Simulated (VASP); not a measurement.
Calculation: optB88-vdW, VASP's PBE PAW potentials (set 64) (plane waves; VASP).

A VASP calculation is set up with these files.

POSCAR:
```
FeAl
1.0
  2.8629479356   0.0000000000   0.0000000000
  0.0000000000   2.8629479356   0.0000000000
  0.0000000000   0.0000000000   2.8629479356
Al Fe
1 1
Direct
  0.5000000000   0.5000000000   0.5000000000
  0.0000000000   0.0000000000   0.0000000000
```

File KPOINTS:
```
kpoints
0
G
  11 11 11
```

INCAR:
```
! general
SYSTEM   = FeAl
PREC     = Accurate
ENCUT    = 520
LREAL    = .FALSE.
LASPH    = .TRUE.

! electronic loop
EDIFF    = 1E-6
NELM     = 100
ALGO     = Normal
LMAXMIX  = 4

! smearing
ISMEAR   = 1
SIGMA    = 0.1

! functional
GGA      = BO
LUSE_VDW = .TRUE.
AGGAC    = 0.0
PARAM1   = 0.1833333333
PARAM2   = 0.22

! ions
IBRION   = 2
NSW      = 60
ISIF     = 3
EDIFFG   = -0.01

! output
LWAVE    = .FALSE.
LCHARG   = .FALSE.
```

POTCAR, in this order: Al Fe (PBE.64 set). Program: vasp_std.

Output of the run:

### OSZICAR
```
       N       E                     dE             d eps       ncg     rms          rms(c)
DAV:   1     0.376255102576E+02    0.37626E+02   -0.51152E+03  1016   0.125E+03
DAV:   2    -0.890928801907E+01   -0.46535E+02   -0.45004E+02  1008   0.180E+02
DAV:   3    -0.101448553174E+02   -0.12356E+01   -0.12100E+01  1216   0.400E+01
DAV:   4    -0.101697143082E+02   -0.24859E-01   -0.24849E-01  1263   0.509E+00
DAV:   5    -0.101702543461E+02   -0.54004E-03   -0.54002E-03  1210   0.686E-01    0.126E+01
DAV:   6    -0.117458258640E+02   -0.15756E+01   -0.59370E+01  1140   0.121E+02    0.158E+01
DAV:   7    -0.864283216623E+01    0.31030E+01   -0.29522E+01  1135   0.761E+01    0.227E+00
DAV:   8    -0.861529321228E+01    0.27539E-01   -0.17327E-01  1162   0.542E+00    0.119E+00
DAV:   9    -0.860546091287E+01    0.98323E-02   -0.33345E-02  1180   0.295E+00    0.279E-01
DAV:  10    -0.860528782091E+01    0.17309E-03   -0.97790E-04  1366   0.429E-01    0.989E-02
DAV:  11    -0.860529720616E+01   -0.93853E-05   -0.21034E-05  1156   0.604E-02    0.978E-03
DAV:  12    -0.860529683978E+01    0.36638E-06   -0.26398E-06   636   0.232E-02
   1 F= -.86052968E+01 E0= -.86053143E+01  d E =-.860530E+01
```

OUTCAR:
```
------------------------ aborting loop because EDIFF is reached ----------------------------------------
  FORCE on cell =-STRESS in cart. coord.  units (eV):
  Direction    XX          YY          ZZ          XY          YZ          ZX
  --------------------------------------------------------------------------------------
  Total        0.0136703      0.0136703      0.0136703      0.0000000     -0.0000000      0.0000000
  in kB        0.9333582      0.9333582      0.9333582      0.0000000     -0.0000000      0.0000000
  external PRESSURE =       0.9333582 kB  Pullay stress =       0.0000000 kB
  volume of cell :       23.47
      direct lattice vectors                 reciprocal lattice vectors
     2.862947936  0.000000000  0.000000000     0.349290320  0.000000000  0.000000000
     0.000000000  2.862947936  0.000000000     0.000000000  0.349290320  0.000000000
     0.000000000  0.000000000  2.862947936     0.000000000  0.000000000  0.349290320
 POSITION                                       TOTAL-FORCE (eV/Angst)
 -----------------------------------------------------------------------------------
      1.43147      1.43147      1.43147         0.000000      0.000000      0.000000
      0.00000      0.00000      0.00000         0.000000      0.000000      0.000000
 -----------------------------------------------------------------------------------
    total drift:                                0.000000      0.000000      0.000000
  FREE ENERGIE OF THE ION-ELECTRON SYSTEM (eV)
  ---------------------------------------------------
  free  energy   TOTEN  =        -8.6052968398 eV

  energy  without entropy=       -8.6053492857  energy(sigma->0) =       -8.60531432

 reached required accuracy - stopping structural energy minimisation
```
(Selected blocks of OUTCAR.)

OUTCAR:
```
 val. band max:        7.9045859622   @ k =   0.4545   0.1818   0.0000

 cond. band min:       7.9175831734   @ k =   0.1818   0.0909   0.0909


 Fermi energy:         7.9097787403

 k-point     1 :       0.0000    0.0000    0.0000
  band No.  band energies     occupation
      1      -2.3644      2.00000
      2       5.7365      2.00000
      3       5.7365      2.00000
      4       8.0641     -0.05140
      5       8.0641     -0.05140
      6       8.0641     -0.05140
      7      14.5000      0.00000
      8      14.5000      0.00000
      9      14.5000      0.00000

 k-point     2 :       0.0909    0.0000    0.0000
  band No.  band energies     occupation
      1      -2.2082      2.00000
      2       5.7166      2.00000
      3       5.7841      2.00000
      4       7.9660      0.19498
      5       7.9660      0.19496
      6       8.0742     -0.04204
      7      13.3026      0.00000
      8      14.7293      0.00000
      9      14.7293      0.00000

 k-point     3 :       0.1818    0.0000    0.0000
  band No.  band energies     occupation
      1      -1.7443      2.00000
      2       5.5745      2.00000
      3       5.9155      2.00000
      4       7.7231      2.02399
      5       7.7231      2.02399
      6       8.1016     -0.02064
      7      11.5023      0.00000
      8      15.3690      0.00000
      9      15.3690      0.00000

 k-point     4 :       0.2727    0.0000    0.0000
  band No.  band energies     occupation
      1      -0.9879      2.00000
      2       5.0699      2.00000
      3       6.0960      2.00000
      4       7.4394      2.00000
      5       7.4394      2.00000
      6       8.1377     -0.00586
      7      10.1371      0.00000
      8      16.3225      0.00000
      9      16.3225      0.00000

 k-point     5 :       0.3636    0.0000    0.0000
  band No.  band energies     occupation
      1       0.0338      2.00000
      2       4.0318      2.00000
      3       6.2715      2.00000
...
```

The compound is FeAl in the CsCl type structure. It was relaxed first. The start is the result of an earlier pass. The run is not spin-polarised, so no magnetic state was tried. The electron count is odd and the run is not spin-polarised, which forces a metal.
